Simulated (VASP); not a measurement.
# A VASP study of GePt (r2SCAN): structure first, properties next, part 2 of 5

Aim: relax GePt, then compute properties on the relaxed cell. The start is a cell from a database of measured crystal structures.

VASP 6.6.1; r2SCAN; plane waves and PAW (Ge_d, Pt).

Still holding for the runs below: The k-mesh is coarse for a metal.

So far. Step 2 (Full relaxation (r2SCAN)): It ends with a largest force of 0.005 eV/Å and a pressure of 0.01 GPa. The volume lies +2.1 % from that of the database's start. The relaxed cell has a, b, c = 5.759, 3.724, 6.122 Å (conventional setting).

## (3) Second relaxation

A relaxation keeps the plane waves of the cell it began with, so it is repeated from the new cell, on a basis made for it.

INCAR

```
SYSTEM = GePt
PREC = Accurate
ENCUT = 410
EDIFF = 1E-06
NELM = 100
ISMEAR = 0
SIGMA = 0.05
LREAL = .FALSE.
ALGO = Normal
METAGGA = R2SCAN
LASPH = .TRUE.
NBANDS = 59
LORBIT = 11
LWAVE = .FALSE.
LCHARG = .FALSE.
KPAR = 4
IBRION = 2
NSW = 60
ISIF = 3
EDIFFG = -0.01
```

POSCAR

```
GePt
1.0
    5.7587362118      0.0000000000      0.0000000000
    0.0000000000      3.7240966608      0.0000000000
    0.0000000000      0.0000000000      6.1222300307
Ge Pt
4 4
Direct
    0.1869333385      0.2500000000      0.5878990063
    0.3130666615      0.7500000000      0.0878990063
    0.6869333385      0.2500000000      0.9121009937
    0.8130666615      0.7500000000      0.4121009937
    0.9972936487      0.2500000000      0.1936312341
    0.5027063513      0.7500000000      0.6936312341
    0.4972936487      0.2500000000      0.3063687659
    0.0027063513      0.7500000000      0.8063687659
```

KPOINTS

```
Automatic mesh
0
Gamma
5 7 5
0 0 0
```

The projector-augmented-wave data sets are Ge_d and Pt (PBE family, release 64).

Command:

```console
$ mpirun -np 4 vasp_std
```

Log:

```text
[banner, memory and clock lines left out]
running    4 mpi-ranks, on    1 nodes
 distrk:  each k-point on    1 cores,    4 groups
 distr:  one band on    1 cores,    1 groups

 POSCAR found type information on POSCAR GePt
 POSCAR found :  2 types and       8 ions
 [... a notice as in an earlier step ...]

 LDA part: xc-table for (None), standard interpolation
 POSCAR, INCAR and KPOINTS ok, starting setup
 FFT: planning ... GRIDC
 FFT: planning ... GRID_SOFT
 FFT: planning ... GRID
 WAVECAR not read
 entering main loop
       N       E                     dE             d eps       ncg     rms          rms(c)
DAV:   1     0.897848842264E+03    0.89785E+03   -0.36980E+04  5739   0.378E+03
DAV:   2    -0.715585364646E+02   -0.96941E+03   -0.92424E+03  4248   0.990E+02
DAV:   3    -0.269389154601E+03   -0.19783E+03   -0.18592E+03  4575   0.226E+02
DAV:   4    -0.284016542904E+03   -0.14627E+02   -0.14274E+02  4997   0.718E+01
DAV:   5    -0.284461951317E+03   -0.44541E+00   -0.44328E+00  4760   0.128E+01    0.218E+01
DAV:   6    -0.265628353030E+03    0.18834E+02   -0.14864E+01  4454   0.206E+01    0.110E+01
DAV:   7    -0.265336666583E+03    0.29169E+00   -0.12708E+00  4729   0.680E+00    0.581E+00
DAV:   8    -0.265344611214E+03   -0.79446E-02   -0.16174E-01  5102   0.182E+00    0.128E+00
DAV:   9    -0.265327861299E+03    0.16750E-01   -0.53322E-02  4918   0.153E+00    0.236E-01
DAV:  10    -0.265328883230E+03   -0.10219E-02   -0.69267E-03  4529   0.342E-01    0.108E-01
DAV:  11    -0.265328919926E+03   -0.36696E-04   -0.32556E-04  5727   0.134E-01    0.608E-02
DAV:  12    -0.265328865073E+03    0.54853E-04   -0.46785E-05  4391   0.391E-02    0.132E-02
DAV:  13    -0.265328860581E+03    0.44922E-05   -0.11831E-05  4289   0.168E-02    0.241E-03
DAV:  14    -0.265328860870E+03   -0.28958E-06   -0.78062E-07  2402   0.754E-03
   1 F= -.26532886E+03 E0= -.26532773E+03  d E =-.265329E+03
 curvature:   0.00 expect dE= 0.000E+00 dE for cont linesearch  0.000E+00
 trial: gam= 0.00000 g(F)=  0.241E-04 g(S)=  0.842E-05 ort = 0.000E+00 (trialstep = 0.100E+01)
 search vector abs. value=  0.325E-04
 bond charge predicted
       N       E                     dE             d eps       ncg     rms          rms(c)
DAV:   1    -0.265328895207E+03   -0.34626E-04   -0.62238E-03  4919   0.378E-01    0.340E-02
DAV:   2    -0.265328891931E+03    0.32756E-05   -0.14355E-04  5682   0.107E-01    0.203E-02
DAV:   3    -0.265328884099E+03    0.78317E-05   -0.77756E-06  4662   0.325E-02    0.428E-03
DAV:   4    -0.265328884285E+03   -0.18528E-06   -0.40362E-06  3552   0.123E-02
   2 F= -.26532888E+03 E0= -.26532776E+03  d E =-.234141E-04
 trial-energy change:   -0.000023  1 .order   -0.000023   -0.000033   -0.000013
 step:   1.6390(harm=  1.6390)  dis= 0.00075  next Energy=  -265.328888 (dE=-0.266E-04)
 reached required accuracy - stopping structural energy minimisation
```

Wall time 4.8 min (4 MPI ranks of AMD EPYC 7R43, shared host); peak memory 1.1 GiB; 19 min of CPU time.

OUTCAR, selected parts (step 3):

```text
  LATTYP: Found a simple orthorhombic cell.
 ALAT       =     3.7240966608
 B/A-ratio  =     1.5463444524
 C/A-ratio  =     1.6439503558

 Found     36 irreducible k-points:

   dimension x,y,z NGX =    40 NGY =   28 NGZ =   40
   dimension x,y,z NGXF=    80 NGYF=   56 NGZF=   80

   ENCUT  =  410.0 eV  30.13 Ry    5.49 a.u.   9.51  6.15 10.11*2*pi/ulx,y,z

   NELECT =      96.0000    total number of electrons

 E-fermi :   9.4072

 k-point     1 :       0.0000    0.0000    0.0000
  band No.  band energies     occupation
    ...
     44       6.5885      2.00000
     45       6.7911      2.00000
     46       7.8493      2.00000
     47       7.8809      2.00000
     48       8.4142      2.00000
     49      10.1592      0.00000
     50      10.4566      0.00000
     51      12.4715      0.00000
     52      12.8485      0.00000
     53      12.9436      0.00000
    ...

 k-point     2 :       0.2000    0.0000    0.0000
  band No.  band energies     occupation
    ...
     44       6.6217      2.00000
     45       6.6510      2.00000
     46       7.5182      2.00000
     47       8.4747      2.00000
     48       8.5708      2.00000
     49      10.6960      0.00000
     50      10.9571      0.00000
     51      12.0384      0.00000
     52      12.5884      0.00000
     53      12.7221      0.00000
    ...

  Total        0.0331703     -0.0017636      0.0183280     -0.0000000      0.0000000      0.0000000
  in kB        0.4047709     -0.0215205      0.2236526     -0.0000000      0.0000000      0.0000000
  external PRESSURE =       0.2023010 kB  Pullay stress =       0.0000000 kB

  energy-cutoff  :      410.00
  volume of cell :      131.30
      direct lattice vectors                 reciprocal lattice vectors
     5.759763583  0.000000000  0.000000000     0.173618237  0.000000000  0.000000000
    -0.000000000  3.723718387  0.000000000     0.000000000  0.268548772  0.000000000
     0.000000000  0.000000000  6.121661845     0.000000000  0.000000000  0.163354335

 POSITION                                       TOTAL-FORCE (eV/Angst)
 -----------------------------------------------------------------------------------
      1.07715      0.93093      3.59868         0.004157     -0.000000     -0.001727
      1.80273      2.79279      0.53785        -0.004157      0.000000     -0.001727
      3.95703      0.93093      5.58381         0.004157     -0.000000      0.001727
      4.68261      2.79279      2.52298        -0.004157     -0.000000      0.001727
      5.74426      0.93093      1.18522         0.001197     -0.000000      0.002977
      2.89538      2.79279      4.24606        -0.001197      0.000000      0.002977
      2.86438      0.93093      1.87561         0.001197     -0.000000     -0.002977
      0.01550      2.79279      4.93644        -0.001197      0.000000     -0.002977
 -----------------------------------------------------------------------------------
    total drift:                                0.000000      0.000000      0.000000

  FREE ENERGIE OF THE ION-ELECTRON SYSTEM (eV)
  ---------------------------------------------------
  free  energy   TOTEN  =      -265.3288842846 eV

  energy  without entropy=     -265.3266304230  energy(sigma->0) =     -265.32775735

 total charge
# of ion       s       p       d       tot
------------------------------------------
    1        1.104   1.149  10.097  12.349
    2        1.104   1.149  10.097  12.349
    3        1.104   1.149  10.097  12.349
    4        1.104   1.149  10.097  12.349
    5        0.655   0.622   8.163   9.440
    6        0.655   0.622   8.163   9.440
    7        0.655   0.622   8.163   9.440
    8        0.655   0.622   8.163   9.440
--------------------------------------------------
tot          7.035   7.082  73.039  87.156

[... 5 parts as in an earlier step ...]

[... 6 further parts left out ...]
```

CONTCAR:

```
GePt
   1.00000000000000
     5.7597635834708019    0.0000000000000000    0.0000000000000000
    -0.0000000000000000    3.7237183873597157    0.0000000000000000
     0.0000000000000000    0.0000000000000000    6.1216618447284725
  Ge              Pt
     4     4
Direct
     0.1870131780026795    0.2500000000000000    0.5878598856561617
     0.3129868219973205    0.7500000000000000    0.0878598856561617
     0.6870131780026795    0.2500000000000000    0.9121401143438383
     0.8129868219973205    0.7500000000000000    0.4121401143438383
     0.9973084320518909    0.2500000000000000    0.1936115873152644
     0.5026915679481091    0.7500000000000000    0.6936115873152644
     0.4973084320518910    0.2500000000000000    0.3063884126847356
     0.0026915679481090    0.7500000000000000    0.8063884126847356
```

Little changed from the start: no atom moved by 0.005 Å and no cell edge by 0.1 %.

This step gave:

| Property | Result |
| --- | --- |
| free energy (TOTEN) | -265.3289 eV |
| energy at zero smearing | -265.3278 eV |
| pressure | 0.02023 GPa |
| SCF cycles over all ionic steps | 18 |

It ends with a largest force of 0.005 eV/Å and a pressure of 0.02 GPa. The volume moved by under 0.01 %, so the volume is settled.

## (4) Single point with fields (r2SCAN)

A single point on the relaxed cell gives a clean self-consistent state, with density, ELF and potential written out.

Edit INCAR of step 3 so:

```diff
@@ -14,7 +14,5 @@
 LWAVE = .FALSE.
-LCHARG = .FALSE.
-KPAR = 4
-IBRION = 2
-NSW = 60
-ISIF = 3
-EDIFFG = -0.01
+LCHARG = .TRUE.
+ISIF = 2
+LELF = .TRUE.
+LVHAR = .TRUE.
```

POSCAR

```
GePt
1.0
    5.7597635835      0.0000000000      0.0000000000
    0.0000000000      3.7237183874      0.0000000000
    0.0000000000      0.0000000000      6.1216618447
Ge Pt
4 4
Direct
    0.1870131780      0.2500000000      0.5878598857
    0.3129868220      0.7500000000      0.0878598857
    0.6870131780      0.2500000000      0.9121401143
    0.8129868220      0.7500000000      0.4121401143
    0.9973084321      0.2500000000      0.1936115873
    0.5026915679      0.7500000000      0.6936115873
    0.4973084321      0.2500000000      0.3063884127
    0.0026915679      0.7500000000      0.8063884127
```

KPOINTS is that of step 3.

Command:

```console
$ mpirun -np 4 vasp_std
```

Log:

```text
[banner, memory and clock lines left out]
running    4 mpi-ranks, on    1 nodes
 distrk:  each k-point on    4 cores,    1 groups
 distr:  one band on    1 cores,    4 groups

 POSCAR found type information on POSCAR GePt
 POSCAR found :  2 types and       8 ions
 [... a notice as in an earlier step ...]

 LDA part: xc-table for (None), standard interpolation
|                                                                             |
|           W    W    AA    RRRRR   N    N  II  N    N   GGGG   !!!           |
|           W    W   A  A   R    R  NN   N  II  NN   N  G    G  !!!           |
|           W    W  A    A  R    R  N N  N  II  N N  N  G       !!!           |
|           W WW W  AAAAAA  RRRRR   N  N N  II  N  N N  G  GGG   !            |
|           WW  WW  A    A  R   R   N   NN  II  N   NN  G    G                |
|           W    W  A    A  R    R  N    N  II  N    N   GGGG   !!!           |
|                                                                             |
|     The number of bands has been changed from the values supplied in        |
|     The orbitals not found in the WAVECAR file will be initialized with     |
|     random numbers, which is usually adequate. For correlated               |
|     calculations, however, you should redo the groundstate calculation.     |
|     I found NBANDS = 59. Now, NBANDS = 60.                                  |
|                                                                             |

 POSCAR, INCAR and KPOINTS ok, starting setup
 FFT: planning ... GRIDC
 FFT: planning ... GRID_SOFT
 FFT: planning ... GRID
 WAVECAR not read
 entering main loop
       N       E                     dE             d eps       ncg     rms          rms(c)
DAV:   1     0.905391307168E+03    0.90539E+03   -0.36552E+04  5860   0.371E+03
DAV:   2    -0.690082946634E+02   -0.97440E+03   -0.92448E+03  4320   0.999E+02
DAV:   3    -0.269127046772E+03   -0.20012E+03   -0.18763E+03  4604   0.225E+02
DAV:   4    -0.284019637131E+03   -0.14893E+02   -0.14493E+02  5064   0.715E+01
DAV:   5    -0.284462773665E+03   -0.44314E+00   -0.44114E+00  4820   0.128E+01    0.218E+01
DAV:   6    -0.265630276431E+03    0.18832E+02   -0.14369E+01  4572   0.203E+01    0.110E+01
DAV:   7    -0.265336821186E+03    0.29346E+00   -0.12186E+00  4744   0.672E+00    0.581E+00
DAV:   8    -0.265344152285E+03   -0.73311E-02   -0.15392E-01  5244   0.177E+00    0.127E+00
DAV:   9    -0.265327871346E+03    0.16281E-01   -0.51147E-02  4904   0.150E+00    0.225E-01
DAV:  10    -0.265328903082E+03   -0.10317E-02   -0.64831E-03  4588   0.328E-01    0.109E-01
DAV:  11    -0.265328929891E+03   -0.26808E-04   -0.30060E-04  5828   0.128E-01    0.604E-02
DAV:  12    -0.265328874763E+03    0.55127E-04   -0.48652E-05  4384   0.389E-02    0.124E-02
DAV:  13    -0.265328870868E+03    0.38955E-05   -0.10266E-05  4364   0.155E-02    0.232E-03
DAV:  14    -0.265328870982E+03   -0.11458E-06   -0.66124E-07  2468   0.689E-03
   1 F= -.26532887E+03 E0= -.26532774E+03  d E =-.225374E-02
```

Elapsed: 3.5 min, on 4 MPI ranks; peak memory 0.59 GiB; 14 min of CPU time.

Parts of OUTCAR (step 4):

```text
  LATTYP: Found a simple orthorhombic cell.
 ALAT       =     3.7237183874
 B/A-ratio  =     1.5467774370
 C/A-ratio  =     1.6439647706

 Found     36 irreducible k-points:

   k-points           NKPTS =     36   k-points in BZ     NKDIM =     36   number of bands    NBANDS=     60

   NELECT =      96.0000    total number of electrons

 E-fermi :   9.4072

 k-point     1 :       0.0000    0.0000    0.0000
  band No.  band energies     occupation
    ...
     44       6.5885      2.00000
     45       6.7911      2.00000
     46       7.8493      2.00000
     47       7.8810      2.00000
     48       8.4142      2.00000
     49      10.1592      0.00000
     50      10.4566      0.00000
     51      12.4715      0.00000
     52      12.8485      0.00000
     53      12.9436      0.00000
    ...

 k-point     2 :       0.2000    0.0000    0.0000
  band No.  band energies     occupation
    ...
     44       6.6217      2.00000
     45       6.6510      2.00000
     46       7.5182      2.00000
     47       8.4747      2.00000
     48       8.5708      2.00000
     49      10.6960      0.00000
     50      10.9570      0.00000
     51      12.0384      0.00000
     52      12.5884      0.00000
     53      12.7221      0.00000
    ...

  Total        0.0188700     -0.0149180      0.0059412      0.0000000      0.0000000      0.0000000
  in kB        0.2302666     -0.1820420      0.0724987      0.0000000      0.0000000      0.0000000
  external PRESSURE =       0.0402411 kB  Pullay stress =       0.0000000 kB

  energy-cutoff  :      410.00
  volume of cell :      131.30
      direct lattice vectors                 reciprocal lattice vectors
     5.759763583  0.000000000  0.000000000     0.173618237  0.000000000  0.000000000
     0.000000000  3.723718387  0.000000000     0.000000000  0.268548772  0.000000000
     0.000000000  0.000000000  6.121661845     0.000000000  0.000000000  0.163354335

 POSITION                                       TOTAL-FORCE (eV/Angst)
 -----------------------------------------------------------------------------------
      1.07715      0.93093      3.59868         0.004669      0.000000     -0.002170
      1.80273      2.79279      0.53785        -0.004669      0.000000     -0.002170
      3.95703      0.93093      5.58381         0.004669     -0.000000      0.002170
      4.68261      2.79279      2.52298        -0.004669     -0.000000      0.002170
      5.74426      0.93093      1.18522         0.001900     -0.000000      0.002406
      2.89538      2.79279      4.24606        -0.001900     -0.000000      0.002406
      2.86438      0.93093      1.87561         0.001900     -0.000000     -0.002406
      0.01550      2.79279      4.93644        -0.001900     -0.000000     -0.002406
 -----------------------------------------------------------------------------------
    total drift:                               -0.000000     -0.000000     -0.000000

  FREE ENERGIE OF THE ION-ELECTRON SYSTEM (eV)
  ---------------------------------------------------
  free  energy   TOTEN  =      -265.3288709823 eV

  energy  without entropy=     -265.3266172448  energy(sigma->0) =     -265.32774411

 total charge
# of ion       s       p       d       tot
------------------------------------------
    1        1.104   1.149  10.097  12.349
    2        1.104   1.149  10.097  12.349
    3        1.104   1.149  10.097  12.349
    4        1.104   1.149  10.097  12.349
    5        0.655   0.622   8.163   9.440
    6        0.655   0.622   8.163   9.440
    7        0.655   0.622   8.163   9.440
    8        0.655   0.622   8.163   9.440
--------------------------------------------------
tot          7.035   7.082  73.039  87.157

[... 7 parts as in an earlier step ...]

[... 4 further parts left out ...]
```

Numbers from this step:

| Property | Result |
| --- | --- |
| SCF cycles | 14 |
| bands | 60 |
| energy at zero smearing | -265.3277 eV |
| pressure | 0.004024 GPa |

Valence electrons inside each PAW sphere by angular momentum. Sphere charges, by row:

```
atom  s (e)  p (e)  d (e)  tot (e)
 Ge1  1.104  1.149   10.1    12.35
 Ge2  1.104  1.149   10.1    12.35
 Ge3  1.104  1.149   10.1    12.35
 Ge4  1.104  1.149   10.1    12.35
 Pt5  0.655  0.622  8.163     9.44
 Pt6  0.655  0.622  8.163     9.44
 Pt7  0.655  0.622  8.163     9.44
 Pt8  0.655  0.622  8.163     9.44
```

Electrostatic potential energy in the ac plane at fractional y = 0.250, with atoms of Ge and Pt within 0.2 Å of it. With pseudopotentials it is smooth inside the atoms' cores, unlike the true potential.

Ten even steps from '0' (-63 eV) to '9' (3 eV), each cell a mean:
```
9999999984102699
9999999973102599
9999999985223799
9999999998657899
9865789999999999
8522379999999999
7310159999999999
8411269999999999
9643588888999999
9887886435899999
8899973001699998
3589972000489963
0159973001599730
0048996435899720
0269999888999730
3589999998878864
8999999996435888
```
Columns run along a (5.8 Å; values clipped at the 3rd and 97th percentile), rows up along c (6.1 Å). Atoms in or near the plane, at fractional coordinates: Ge at (0.19, 0.59), Ge at (0.69, 0.91), Pt at (0.00, 0.19), Pt at (0.50, 0.31).

ELF in the ac plane at fractional y = 0.250, with atoms of Ge and Pt within 0.2 Å of it. It is the smooth field of the valence electrons, not physical close to the nuclei.

Ten even steps from '0' (0.00) to '9' (0.48), each cell a mean:
```
4321001477335986
2211001587344885
2333211589646763
4676532478987643
7898764346765323
8964686322321115
8734488532110015
7733598543210014
8987998666532125
8999997447753346
8888874002764567
4555562000555575
0155564101555640
0055457545656630
0366446788888740
4775334689999974
6653112589879986
```
Columns run along a (5.8 Å), rows up along c (6.1 Å). Atoms in or near the plane, at fractional coordinates: Ge at (0.19, 0.59), Ge at (0.69, 0.91), Pt at (0.00, 0.19), Pt at (0.50, 0.31).

Valence density in the ac plane at fractional y = 0.250, with atoms of Ge and Pt within 0.2 Å of it. It is the smooth field of the valence electrons, not physical close to the nuclei.

Ten steps, logarithmic in the rise over the least value, from '0' (0 e/Å³) to '9' (16 e/Å³), each cell a mean:
```
1100000126897421
0000000126998421
0000000124786311
1111100112443111
1244311111111000
2578631100000001
2699842100000000
2689742111000000
1366532232100001
2222233454311011
3222235565421123
5432235666421245
6542235665422356
6642123454322356
6542112333222345
4421001122232334
2210000113665322
```
Columns run along a (5.8 Å), rows up along c (6.1 Å). Atoms in or near the plane, at fractional coordinates: Ge at (0.19, 0.59), Ge at (0.69, 0.91), Pt at (0.00, 0.19), Pt at (0.50, 0.31).

In this run the pressure is 0.00 GPa, small enough to go on.

(Part 2 of 5 ends here.)

[Lines on the potential files, build, host, timing and source positions are cut from VASP's logs without a mark.]

[Logs are printed without paths, hosts, clocks, repeated set-up lines and the standing remarks that a program may print on its own settings, such as how far it seeks lower states.]

[Hosts, paths, dates, database ids (printed as entryN), source tags and the programs' standing remarks are cut or masked in the printed files.]

[A measured line is paired with the nearest computed mode of its activity, which favours agreement.]
